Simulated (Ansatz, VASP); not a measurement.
# Al2O3: VASP beside Ansatz, part 4 of 4

Wanted: the spread between two codes on one cell, functional and k mesh. Of the first pair: The structure shown is frame 474 of Ansatz's trajectory.

VASP 6.6.1 and Ansatz 0.2.0.

So far. Step 6 (VASP: single point, LDA, pair 2): The run ends at a pressure of -3.86 GPa, with forces up to 12 eV/Å.

## Step 9: VASP: single point, LDA, pair 3

Level of this step: LDA; plane waves and PAW (Al, O) (VASP).

The same cell, functional (in two slightly different forms), mesh and smearing now go to VASP, with its own data sets.

INCAR reads:

```
SYSTEM = Al2O3
PREC = Accurate
ENCUT = 520
EDIFF = 1E-06
NELM = 120
ISMEAR = -1
SIGMA = 0.207
LREAL = Auto
ALGO = Normal
GGA = PW92
NBANDS = 232
LORBIT = 11
LWAVE = .FALSE.
LCHARG = .FALSE.
ISIF = 2
LASPH = .TRUE.
GGA_COMPAT = .FALSE.
EFERMI = MIDGAP
NCORE = 2
```

POSCAR reads:

```
Al2O3
1.0
    9.5429000000      0.0000000000      0.0000000000
    0.0000000000      9.5429000000      0.0000000000
    0.0000000000      0.0000000000      9.5429000000
Al O
30 45
Direct
    0.3481750830      0.8438839347      0.9832336082
    0.4704859110      0.0477632585      0.1003573337
    0.1866518564      0.8911127645      0.6079808025
    0.4346372696      0.4562239990      0.0928753314
    0.4116987499      0.5025621142      0.5900407633
    0.8203376332      0.0257468904      0.1582747383
    0.2478072703      0.6398474258      0.3307485146
    0.6084209203      0.0981357868      0.5184168335
    0.7202841903      0.7333619759      0.0283875971
    0.1424095401      0.5800647602      0.0555072357
    0.4757882824      0.7682465498      0.5600498800
    0.4093724130      0.0509279150      0.7687495415
    0.9615840049      0.3081872387      0.9993083863
    0.9569732471      0.6080122395      0.2963250165
    0.5312955181      0.2891154680      0.3254671012
    0.7846042608      0.9961122929      0.7791342254
    0.6298190278      0.2515692295      0.8303660313
    0.0530656299      0.3426316948      0.3116033910
    0.8425845393      0.5083360404      0.8208091880
    0.8153286737      0.3750117889      0.5169288162
    0.9436544447      0.0663425164      0.4806295780
    0.7519412338      0.5016399627      0.1290278636
    0.4113634220      0.9041800710      0.3627199279
    0.0265118570      0.7765668717      0.8401429335
    0.2592712907      0.3130494923      0.8119230003
    0.7895608253      0.8430560941      0.4268828134
    0.5366712425      0.6264552704      0.8554527450
    0.0819038238      0.0917436000      0.7646836915
    0.2284735248      0.2732397908      0.5428119335
    0.0145238869      0.5865198210      0.5549780465
    0.2832786679      0.4010520911      0.9652411741
    0.1090339415      0.0079325991      0.5151788240
    0.0702302235      0.7368095652      0.6748158317
    0.9985958147      0.5821605592      0.9095453164
    0.9128776368      0.1292164856      0.7131584738
    0.2574898616      0.8332058389      0.4192331472
    0.7794800323      0.9789896153      0.5547055926
    0.0640057006      0.4299845959      0.1209799956
    0.6139223926      0.4733466766      0.2636829475
    0.8814301732      0.4933091618      0.6480943948
    0.3993335359      0.9105827369      0.1923314716
    0.4906579761      0.6244852194      0.6852529105
    0.7166584581      0.8886082847      0.1170713305
    0.7998826353      0.3804503872      0.9576439028
    0.3732617967      0.8660784458      0.6783996479
    0.4451896174      0.0757002588      0.4438483061
    0.4590638066      0.2224795398      0.1843674355
    0.8826247786      0.2048014754      0.1479110124
    0.8721248258      0.4228064844      0.3125779375
    0.4299845959      0.3461316790      0.5069004181
    0.8463569774      0.6472141592      0.1376415974
    0.6084313993      0.0316256065      0.7038321684
    0.0980519549      0.7165746262      0.2426935208
    0.7270641000      0.6476752350      0.8642551007
    0.1362164541      0.9347892150      0.8446698593
    0.3677184085      0.0251705456      0.9566798353
    0.2072221233      0.7057917405      0.9350197529
    0.5774764485      0.5605528718      0.0255163525
    0.2201636819      0.4406102967      0.6512695302
    0.5890976538      0.8148571189      0.4512883924
    0.2132265873      0.1686699012      0.6808622117
    0.8891007975      0.6778337822      0.4375085142
    0.1972042042      0.2394974274      0.3615148435
    0.4454096763      0.2428926217      0.7843632439
    0.5003405673      0.8034664515      0.9347682570
    0.6900732482      0.0968573494      0.9460541345
    0.0803529325      0.2505842040      0.8756667260
    0.8542057446      0.9861153318      0.3440044431
    0.8714646491      0.8474153559      0.8575275860
    0.6831990275      0.2482369091      0.4438273481
    0.9690345702      0.2588311729      0.4622808580
    0.1127539846      0.5582579719      0.4129562292
    0.3114357271      0.5693866644      0.1758165757
    0.4019532846      0.6241498915      0.4526401828
    0.7069129929      0.3477664022      0.6954804095
```

KPOINTS reads:

```
Automatic mesh
0
Gamma
1 1 1
0 0 0
```

Potentials, in the order of the species: Al and O (LDA family, release 64).

The run is started by

```sh
mpirun -np 8 vasp_gam
```

Numbers of over 12 decimals in the logs are rounded to 6 here.

Log:

```text
[... set-up lines as in an earlier step ...]
 entering main loop
       N       E                     dE             d eps       ncg     rms          rms(c)
DAV:   1     0.292777896335E+04    0.29278E+04   -0.20963E+05   472   0.152E+03
DAV:   2    -0.397890250297E+03   -0.33257E+04   -0.31980E+04   592   0.353E+02
DAV:   3    -0.657293721931E+03   -0.25940E+03   -0.25718E+03   544   0.105E+02
DAV:   4    -0.662200381507E+03   -0.49067E+01   -0.48869E+01   544   0.157E+01
[...]
DAV:  16    -0.571687769546E+03   -0.60890E-05   -0.14368E-05   544   0.162E-02    0.772E-03
DAV:  17    -0.571687771338E+03   -0.17929E-05   -0.16100E-05   560   0.126E-02    0.579E-03
DAV:  18    -0.571687771481E+03   -0.14243E-06   -0.28234E-06   408   0.462E-03
   1 F= -.57168777E+03 E0= -.57159869E+03  d E =-.178161E+00
```

Parts of OUTCAR (step 9):

```text
  Total      -28.6959139    -16.5128100     -4.5183910     -0.9563890    -12.6993818    -16.7039502
  in kB      -52.9041235    -30.4432102     -8.3301587     -1.7632101    -23.4127293    -30.7955985
  external PRESSURE =     -30.5591641 kB  Pullay stress =       0.0000000 kB

 POSITION                                       TOTAL-FORCE (eV/Angst)
 -----------------------------------------------------------------------------------
      3.32260      8.05310      9.38290        -7.094738     -1.476931      1.154943
      4.48980      0.45580      0.95770         1.575140      3.049108      0.398021
      1.78120      8.50380      5.80190         2.060563     -5.711263      0.540597
      4.14770      4.35370      0.88630        -1.882958      0.018083      1.289403
      3.92880      4.79590      5.63070        -3.070965     -2.280293     -2.584228
      7.82840      0.24570      1.51040         0.858327      2.831785      0.014363
      2.36480      6.10600      3.15630         1.644459      3.164453      0.549042
      5.80610      0.93650      4.94720         1.923376     -1.042069      2.716729
      6.87360      6.99840      0.27090         0.473081      2.615552     -1.692149
      1.35900      5.53550      0.52970         0.793914      0.653736     -0.952927
      4.54040      7.33130      5.34450        -4.360279     -4.106821      4.461725
      3.90660      0.48600      7.33610         2.015605     -0.973507     -0.221874
      9.17630      2.94100      9.53630         1.210896     -0.864032      3.093729
      9.13230      5.80220      2.82780         1.226925     -0.557525     -4.348087
[...]
-----------------------------------------------------------------------------------
    total drift:                               -0.035367     -0.018135     -0.013518

  FREE ENERGIE OF THE ION-ELECTRON SYSTEM (eV)
  ---------------------------------------------------
  free  energy   TOTEN  =      -571.6877714808 eV

  energy  without entropy=     -571.5096101150  energy(sigma->0) =     -571.59869080

[... 2 parts as in an earlier step ...]

[... 1 further part left out ...]
[key lines of the parts left out:]
E-fermi :   4.6565
```

The run ends at a pressure of -3.06 GPa, with forces up to 7.5 eV/Å.

## Step 10: Comparison

Forces on 7 of the 75 atoms, those with the largest forces and the largest differences (eV/Å; atoms numbered as in POSCAR):

```csv
atom,"Ansatz x, y, z","VASP x, y, z"
Al1,"-6.848, -1.503, 1.049","-7.095, -1.477, 1.155"
Al3,"1.972, -5.572, 0.441","2.061, -5.711, 0.541"
Al11,"-4.229, -4.027, 4.308","-4.360, -4.107, 4.462"
Al15,"1.534, 3.779, 4.814","1.565, 3.843, 4.938"
Al22,"-2.356, -5.792, 2.190","-2.418, -5.931, 2.155"
O60,"3.820, 2.750, -4.298","4.026, 2.840, -4.482"
O65,"5.199, -3.742, -1.801","5.443, -3.805, -1.863"
```

The forces differ by 64 meV/Å r.m.s., which is 3.0 % of the r.m.s. force of 2.150 eV/Å (both taken over all components).

## Step 11: Results

| Quantity | Value |
| --- | --- |
| r.m.s. force difference (single point, LDA, pair 1) | 3.6 % of the r.m.s. force |
| r.m.s. force difference (single point, LDA, pair 2) | 3.3 % of the r.m.s. force |
| r.m.s. force difference (single point, LDA, pair 3) | 3.0 % of the r.m.s. force |

**Reading.** The r.m.s. force difference is 3.6 % of the r.m.s. force (single point, LDA, pair 1), beyond the 3 % picked in this series as the mark of a large difference. What causes the difference of the single point, LDA, pair 1 pair stays open here. What causes the difference of the single point, LDA, pair 2 pair stays open here. How closely two codes agree says nothing of how well the functional describes the real material.

[Lines on the potential files, build, host, timing and source positions are cut from VASP's logs without a mark.]

[Logs are printed without paths, hosts, clocks, repeated set-up lines and the standing remarks that a program may print on its own settings, such as how far it seeks lower states.]

[Hosts, paths, dates, database ids (printed as entryN), source tags and the programs' standing remarks are cut or masked in the printed files.]
